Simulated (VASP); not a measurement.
# Ge3B2C3 (P-3m1) in VASP: notebook

One crystal, Ge3B2C3, is run at these levels: PBE; tasks: relaxation of cell and atoms.

Program: VASP 6.6.1. These are calculated values, not measurements. Logs are shortened: lines on timing, memory, paths and dates and some standing lists are left out, and cuts for length are marked.

## 1. The crystal as given

It takes space group P-3m1 (No. 164, trigonal). The conventional cell has a = 3.029 Å, b = 3.029 Å, c = 10.824 Å, α = 90.00°, β = 90.00°, γ = 120.00°. Ge (site symmetry 3m) has 3 C at 1.93 Å as nearest neighbours. Around Ge (site symmetry -3m) lie 12 Ge at 2.89 to 3.03 Å. B (site symmetry 3m) has 1 C at 1.56 Å as nearest neighbours. Around C (site symmetry 3m) lie 1 B at 1.56 Å. C (site symmetry -3m) is surrounded by 6 B at 1.90 Å.

The cell was built by a generator and needn't be a form met in nature.

## 2. Relaxation of cell and atoms, PBE

INCAR reads:

```
SYSTEM = Ge3B2C3
PREC = Accurate
ENCUT = 520
EDIFF = 1E-6
ISMEAR = 0
SIGMA = 0.1
LREAL = .FALSE.
LASPH = .TRUE.
NELM = 120
ALGO = Normal
ISIF = 3
LWAVE = .FALSE.
LCHARG = .FALSE.
GGA = PE
IBRION = 2
NSW = 90
EDIFFG = -0.01
KPAR = 4
```

KPOINTS reads:

```
Automatic mesh
0
G
  12 12 4
  0 0 0
```

POSCAR reads:

```
Ge3B2C3
1.0
    3.0287923300      0.0000000000      0.0000000000
   -1.5143961600      2.6230111000      0.0000000000
    0.0000000000      0.0000000000     10.8240000000
Ge B C
3 2 3
Direct
    0.3333333300      0.6666666700      0.7124907600
    0.6666666700      0.3333333300      0.2875092400
    0.0000000000      0.0000000000      0.5000000000
    0.3333333300      0.6666666700      0.0676274900
    0.6666666700      0.3333333300      0.9323725100
    0.3333333300      0.6666666700      0.2114745000
    0.6666666700      0.3333333300      0.7885255000
    0.0000000000      0.0000000000      0.0000000000
```

Potentials or basis: VASP PAW PBE potentials, release 64 (Ge_d, B, C).

Run with:

```console
cat potpaw_PBE.64/Ge_d/POTCAR potpaw_PBE.64/B/POTCAR potpaw_PBE.64/C/POTCAR > POTCAR
mpirun -np 4 vasp_std > vasp.out
```

OUTCAR:

```text
SYSTEM = Ge3B2C3
   PREC = Accurate
   ENCUT = 520
   EDIFF = 1E-6
   ISMEAR = 0
   LREAL = .FALSE.
   LASPH = .TRUE.
   NELM = 120
   ISIF = 3
   GGA = PE
   IBRION = 2
   NSW = 90
   EDIFFG = -0.01

 ion  position               nearest neighbor table
   1  0.333  0.667  0.712-   7 1.93   7 1.93   7 1.93   3 2.89   3 2.89   3 2.89
   2  0.667  0.333  0.288-   6 1.93   6 1.93   6 1.93   3 2.89   3 2.89   3 2.89
   3  0.000  0.000  0.500-   1 2.89   2 2.89   1 2.89   2 2.89   2 2.89   1 2.89
   4  0.333  0.667  0.068-   6 1.56   8 1.90   8 1.90   8 1.90
   5  0.667  0.333  0.932-   7 1.56   8 1.90   8 1.90   8 1.90
   6  0.333  0.667  0.211-   4 1.56   2 1.93   2 1.93   2 1.93
   7  0.667  0.333  0.789-   5 1.56   1 1.93   1 1.93   1 1.93
   8  0.000  0.000  0.000-   4 1.90   5 1.90   4 1.90   5 1.90   5 1.90   4 1.90

  LATTYP: Found a hexagonal cell.
 ALAT       =     3.0287923300
 C/A-ratio  =     3.5737016014

  Lattice vectors:

 A1 = (   3.0287923300,   0.0000000000,   0.0000000000)
 A2 = (  -1.5143961600,   2.6230111000,   0.0000000000)
 A3 = (   0.0000000000,   0.0000000000,  10.8240000000)

Analysis of symmetry for initial positions (statically):
=====================================================================
 Subroutine PRICEL returns:
 Original cell was already a primitive cell.

 Routine SETGRP: Setting up the symmetry group for a
 hexagonal supercell.

 Subroutine GETGRP returns: Found 12 space group operations
 (whereof 12 operations were pure point group operations)
 out of a pool of 24 trial point group operations.

The static configuration has the point symmetry D_3d.

Analysis of symmetry for dynamics (positions and initial velocities):
=====================================================================
 Subroutine PRICEL returns:
 Original cell was already a primitive cell.

 Routine SETGRP: Setting up the symmetry group for a
 hexagonal supercell.

 Subroutine GETGRP returns: Found 12 space group operations
 (whereof 12 operations were pure point group operations)
 out of a pool of 24 trial point group operations.

The dynamic configuration has the point symmetry D_3d.

 Subroutine INISYM returns: Found 12 space group operations
 (whereof 12 operations are pure point group operations),
 and found     1 'primitive' translations

----------------------------------------------------------------------------------------

                                     Primitive cell

  volume of cell :      85.9919
[... 126 lines left out ...]
   GGA     = PE    functional components
   LHFCALC =     F    Hartree Fock is set to
   AEXX    =    0.0000 exact exchange contribution
   IVDW    =     0    specifies the selected vdW correction
   LEPSILON=     F    determine dielectric tensor
   LRPA    =     F    only Hartree local field effects (RPA)
 conjugate gradient relaxation of ions
 non-spin polarized calculation
 Gauss-broadening in eV      SIGMA  =   0.10
  energy-cutoff  :      520.00
  volume of cell :       85.99
 maximum number of plane-waves:      2356
 NGX is ok and might be reduce to    24
   NGX = 11   NGY = 11   NGZ = 41

--------------------------------------- Ionic step        1  -------------------------------------------

 number of electron      60.0000027 magnetization

 Free energy of the ion-electron system (eV)
  ---------------------------------------------------
  ext. energy  EPLUGINS =         0.00000000
  ---------------------------------------------------
  free energy    TOTEN  =       -48.44434831 eV

  energy without entropy =      -48.43805937  energy(sigma->0) =      -48.44120384

------------------------ aborting loop because EDIFF is reached ----------------------------------------

  FORCE on cell =-STRESS in cart. coord.  units (eV):
  Direction    XX          YY          ZZ          XY          YZ          ZX
  --------------------------------------------------------------------------------------
  -------------------------------------------------------------------------------------
  Total        0.6067364      0.6067364     -0.8139955      0.0000000      0.0000000     -0.0000000
  in kB       11.3045493     11.3045493    -15.1661446      0.0000000      0.0000000     -0.0000000
  external PRESSURE =       2.4809847 kB  Pullay stress =       0.0000000 kB
[... 107 lines left out ...]
  FREE ENERGIE OF THE ION-ELECTRON SYSTEM (eV)
  ---------------------------------------------------
  free  energy   TOTEN  =       -48.4685120382 eV

  energy  without entropy=      -48.4628974018  energy(sigma->0) =      -48.46570472

[... ionic steps 4 to 16 ...]

--------------------------------------- Ionic step       17  -------------------------------------------

 number of electron      60.0000014 magnetization

------------------------ aborting loop because EDIFF is reached ----------------------------------------
[... 79 lines left out ...]
--------------------------------------- Ionic step       19  -------------------------------------------

 number of electron      60.0000014 magnetization

 Free energy of the ion-electron system (eV)
  ---------------------------------------------------
  ext. energy  EPLUGINS =         0.00000000
  ---------------------------------------------------
  free energy    TOTEN  =       -48.47334521 eV

  energy without entropy =      -48.46756664  energy(sigma->0) =      -48.47045593

 E-fermi :   7.4200     XC(G=0): -11.8169

 val. band max:        7.3808377104   @ k =   0.4167   0.0833   0.5000
 cond. band min:       7.4249108888   @ k =   0.1667   0.1667   0.0000
 fundamental gap:      0.0440731784
 Fermi energy:         7.4199606703

 k-point     1 :       0.0000    0.0000    0.0000
  band No.  band energies     occupation
      1     -17.2999      2.00000
      2     -17.2999      2.00000
      3     -17.2400      2.00000
      4     -17.2152      2.00000
      5     -17.2152      2.00000
      6     -17.1646      2.00000
[... 925 lines left out ...]
     35      12.7545      0.00000
     36      12.9633      0.00000

 [... further k-points ...]

------------------------ aborting loop because EDIFF is reached ----------------------------------------

  FORCE on cell =-STRESS in cart. coord.  units (eV):
  Direction    XX          YY          ZZ          XY          YZ          ZX
  --------------------------------------------------------------------------------------
  -------------------------------------------------------------------------------------
  Total        0.0059780      0.0059780      0.0169605      0.0000000      0.0000000     -0.0000000
  in kB        0.1103479      0.1103479      0.3130761      0.0000000      0.0000000     -0.0000000
  external PRESSURE =       0.1779240 kB  Pullay stress =       0.0000000 kB
[... 23 lines left out ...]
  FREE ENERGIE OF THE ION-ELECTRON SYSTEM (eV)
  ---------------------------------------------------
  free  energy   TOTEN  =       -48.4733452090 eV

  energy  without entropy=      -48.4675666436  energy(sigma->0) =      -48.47045593

 reached required accuracy - stopping structural energy minimisation
```

It took 4.8 min on 4 MPI ranks of Intel Xeon Platinum 8488C (Sapphire Rapids), shared host; peak memory 0.33 GiB.

What came out:

```
Free energy                            : -48.4733 eV
Relaxed volume                         : 10.85 Å³/atom
Relaxed cell                           : a = 3.042 Å, b = 3.042 Å, c = 10.834 Å, α = 90.00°, β = 90.00°, γ = 120.00°
Space group after relaxing (to 0.05 Å) : P-3m1 (No. 164)
Energy gained by relaxing              : 3.6 meV/atom
Ionic steps                            : 19
Pressure after relaxing                : 0.0 GPa
Largest force after relaxing           : 0.007 eV/Å
Band gap on the k mesh                 : none (metal or under the smearing width)
```

Forces in eV/Å, atoms in the order of the input:
```
Ge   0.000  0.000 -0.001
Ge   0.000  0.000  0.001
Ge   0.000  0.000  0.000
B    0.000  0.000 -0.007
B    0.000  0.000  0.007
C    0.000  0.000  0.003
C    0.000  0.000 -0.003
C    0.000  0.000  0.000
```

Step by step:
| step | energy change (eV) | largest force (eV/Å) | pressure (GPa) | volume (Å³) |
| --- | --- | --- | --- | --- |
| 1 | 0.0000 | 0.5341 | 0.25 | 85.99 |
| 2 | -0.0220 | 0.3342 | 1.32 | 86.20 |
| 3 | -0.0242 | 0.2735 | 1.03 | 86.15 |
| 4 | -0.0247 | 0.3463 | -0.39 | 87.03 |
| 5 | -0.0284 | 0.0519 | 0.25 | 86.60 |
| 6 | -0.0284 | 0.0468 | 0.33 | 86.59 |
| 7 | -0.0288 | 0.0320 | -0.11 | 86.87 |
| 8 | -0.0289 | 0.0225 | -0.11 | 86.82 |
| 9 | -0.0289 | 0.0210 | -0.01 | 86.81 |
| 10 | -0.0289 | 0.0138 | -0.03 | 86.81 |
| 11 | -0.0290 | 0.0204 | 0.01 | 86.80 |
| 12 | -0.0290 | 0.0213 | -0.01 | 86.81 |
| 13 | -0.0290 | 0.0166 | -0.03 | 86.81 |
| 14 | -0.0290 | 0.0140 | 0.13 | 86.80 |
| 15 | -0.0290 | 0.0133 | 0.02 | 86.80 |
| 16 | -0.0290 | 0.0125 | 0.00 | 86.79 |
| 17 | -0.0290 | 0.0111 | 0.12 | 86.79 |
| 18 | -0.0290 | 0.0122 | 0.12 | 86.79 |
| 19 | -0.0290 | 0.0075 | 0.02 | 86.80 |

Final structure:
```yaml
crystal:
  lattice:
    - [3.04153, 0.00000, 0.00000]
    - [-1.52076, 2.63404, 0.00000]
    - [0.00000, 0.00000, 10.83394]
  atoms:
    - { symbol: Ge, position: [0.33333, 0.66667, 0.71494] }
    - { symbol: Ge, position: [0.66667, 0.33333, 0.28506] }
    - { symbol: Ge, position: [0.00000, 0.00000, 0.50000] }
    - { symbol: B, position: [0.33333, 0.66667, 0.06964] }
    - { symbol: B, position: [0.66667, 0.33333, 0.93036] }
    - { symbol: C, position: [0.33333, 0.66667, 0.21250] }
    - { symbol: C, position: [0.66667, 0.33333, 0.78750] }
    - { symbol: C, position: [0.00000, 0.00000, 0.00000] }
```

## 3. Relaxation of cell and atoms, PBE

This run uses another cell than the first one, of 10.85 Å³/atom, 1.009 times its volume.

INCAR, as its differences from that of step 2:

```diff
@@ -3,3 +3,3 @@
 ENCUT = 520
-EDIFF = 1E-6
+EDIFF = 1E-7
 ISMEAR = 0
@@ -15,4 +15,5 @@
 IBRION = 2
-NSW = 90
-EDIFFG = -0.01
+NSW = 60
+EDIFFG = -0.005
+POTIM = 0.3
 KPAR = 4
```

KPOINTS is that of step 2.

POSCAR reads:

```
Ge3B2C3                                 
1.0
    3.0415256186      0.0000000000     -0.0000000000
   -1.5207628043      2.6340384514      0.0000000000
   -0.0000000000      0.0000000000     10.8339355825
  Ge              B               C             
     3     2     3
Direct
     0.3333333300000021    0.6666666699999979    0.7149357855350903
     0.6666666699999979    0.3333333300000021    0.2850642144649096
     0.0000000000000000    0.0000000000000000    0.5000000000000000
     0.3333333300000021    0.6666666699999979    0.0696354244092878
     0.6666666699999979    0.3333333300000021    0.9303645755907123
     0.3333333300000021    0.6666666699999979    0.2124966475365043
     0.6666666699999979    0.3333333300000021    0.7875033524634956
     0.0000000000000000    1.0000000000000000    1.0000000000000000
```

Potentials or basis: VASP PAW PBE potentials, release 64 (Ge_d, B, C).

Run with:

```console
cat potpaw_PBE.64/Ge_d/POTCAR potpaw_PBE.64/B/POTCAR potpaw_PBE.64/C/POTCAR > POTCAR
mpirun -np 4 vasp_std > vasp.out
```

Wall time 59 s (4 MPI ranks of Intel Xeon Platinum 8488C (Sapphire Rapids), shared host); peak memory 0.32 GiB.

Results (log left out):

```yaml
Free_energy: -48.4737 eV
Energy_gained_by_relaxing: 0.0 meV/atom
Ionic_steps: 2
Pressure_after_relaxing: 0.0 GPa
Largest_force_after_relaxing: 0.005 eV/Å
Band_gap_on_the_k_mesh: none (metal or under the smearing width)
```

Forces on the atoms (eV/Å):
```
Ge   0.000  0.000  0.000
Ge   0.000  0.000  0.000
Ge   0.000  0.000  0.000
B    0.000  0.000  0.003
B    0.000  0.000 -0.003
C    0.000  0.000 -0.005
C    0.000  0.000  0.005
C    0.000  0.000  0.000
```

Final structure:
```
Ge B C
1.0
     3.04151    0.00000    0.00000
    -1.52076    2.63403    0.00000
     0.00000    0.00000   10.83432
Ge B C
3 2 3
Direct
  0.33333 0.66667 0.71494
  0.66667 0.33333 0.28506
  0.00000 0.00000 0.50000
  0.33333 0.66667 0.06962
  0.66667 0.33333 0.93038
  0.33333 0.66667 0.21251
  0.66667 0.33333 0.78749
  0.00000 0.00000 0.00000
```

Levels at points of the mesh, in eV from the Fermi level:
```csv
k point,band 27,band 28,band 29,band 30,band 31,band 32,band 33,band 34
"(0.00, 0.00, 0.00)",-0.40,-0.25,-0.25,1.41,2.50,2.50,3.77,5.49
"(0.50, 0.00, 0.00)",-2.87,-2.50,-2.21,-0.73,-0.71,0.88,2.65,3.14
"(0.00, 0.00, 0.50)",-1.16,-0.26,-0.26,2.05,2.51,2.51,3.77,5.45
"(0.50, 0.00, 0.50)",-3.24,-2.89,-2.17,-1.38,0.14,0.78,2.75,3.20
```
